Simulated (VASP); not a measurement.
These are LDA (Ceperley-Alder, Perdew-Zunger), VASP's LDA PAW potentials (set 64) (plane waves; VASP) values and carry that method's errors.

VASP ran on this input.

**INCAR**
```
SYSTEM = GaN
PREC = Accurate
ENCUT = 200
EDIFF = 1E-03
NELM = 100
ALGO = Normal
LREAL = .FALSE.
LASPH = .TRUE.
ISMEAR = 0
SIGMA = 0.01
LMAXMIX = 4
LWAVE = .FALSE.
LCHARG = .FALSE.
ISIF = 2
```

POSCAR:
```
GaN
1
    3.1895680000     0.0000000000     0.0000000000
   -1.5947840000     2.7622460000     0.0000000000
    0.0000000000     0.0000000000     5.1933980000
Ga N
2 2
Direct
  0.6666670000   0.3333330000   0.4990800000
  0.3333330000   0.6666670000   0.9990800000
  0.6666670000   0.3333330000   0.8759200000
  0.3333330000   0.6666670000   0.3759200000
```

KPOINTS:
```
Automatic mesh
0
Gamma
2 2 2
0.5 0.5 0.5
```

POTCAR, in this order: Ga_d N (LDA.64 set). Program: vasp_std.

What VASP printed:

### OSZICAR
```
       N       E                     dE             d eps       ncg     rms          rms(c)
DAV:   1     0.160647308838E+03    0.16065E+03   -0.11108E+04    94   0.149E+03
DAV:   2    -0.159416736913E+02   -0.17659E+03   -0.17375E+03   100   0.323E+02
DAV:   3    -0.288115376854E+02   -0.12870E+02   -0.12810E+02   112   0.846E+01
DAV:   4    -0.290443639740E+02   -0.23283E+00   -0.23268E+00   114   0.122E+01
DAV:   5    -0.290486654341E+02   -0.43015E-02   -0.43013E-02   106   0.140E+00    0.102E+01
DAV:   6    -0.273983158940E+02    0.16503E+01   -0.35178E+00   144   0.342E+01    0.567E+00
DAV:   7    -0.272162478037E+02    0.18207E+00   -0.54082E-01   116   0.742E+00    0.253E+00
DAV:   8    -0.271682084031E+02    0.48039E-01   -0.13366E-01   102   0.486E+00    0.232E-01
DAV:   9    -0.271663076941E+02    0.19007E-02   -0.10963E-02   136   0.198E+00    0.132E-01
DAV:  10    -0.271665487102E+02   -0.24102E-03   -0.32865E-03    82   0.105E+00
   1 F= -.27166549E+02 E0= -.27166549E+02  d E =-.172614E-62
```

OUTCAR:
```
------------------------ aborting loop because EDIFF is reached ----------------------------------------
  FORCE on cell =-STRESS in cart. coord.  units (eV):
  Direction    XX          YY          ZZ          XY          YZ          ZX
  --------------------------------------------------------------------------------------
  Total      -37.3853325    -37.3853077    -36.8651742      0.0000000     -0.0000000     -0.0000000
  in kB    -1309.0794479  -1309.0785805  -1290.8656607      0.0000000     -0.0000000     -0.0000000
  external PRESSURE =   -1303.0078964 kB  Pullay stress =       0.0000000 kB
  volume of cell :       45.76
      direct lattice vectors                 reciprocal lattice vectors
     3.189568000  0.000000000  0.000000000     0.313522082  0.181012118  0.000000000
    -1.594784000  2.762246000  0.000000000     0.000000000  0.362024237  0.000000000
     0.000000000  0.000000000  5.193398000     0.000000000  0.000000000  0.192552159
  FREE ENERGIE OF THE ION-ELECTRON SYSTEM (eV)
  ---------------------------------------------------
  free  energy   TOTEN  =       -27.1665487102 eV

  energy  without entropy=      -27.1665487102  energy(sigma->0) =      -27.16654871
```
(Selected blocks of OUTCAR.)

At this cut-off the stress carries a Pulay error, which pulls relaxed volumes low.

The structure comes from a computed database's GaN entry; how it stands against other phases isn't given here. The cell was not relaxed at this level. The k-mesh is coarse (spacing up to 1.14 per Å, 2π included), so the numbers may not be converged in it. The run is one of a series of settings (EDIFF = 1E-03, ENCUT = 200, GGA removed, KPOINTS 2×2×2 Γ-centred mesh shifted by (0.5, 0.5, 0.5), POTCAR Ga_d N (LDA.64 set) against the base run), some of them coarse on purpose.
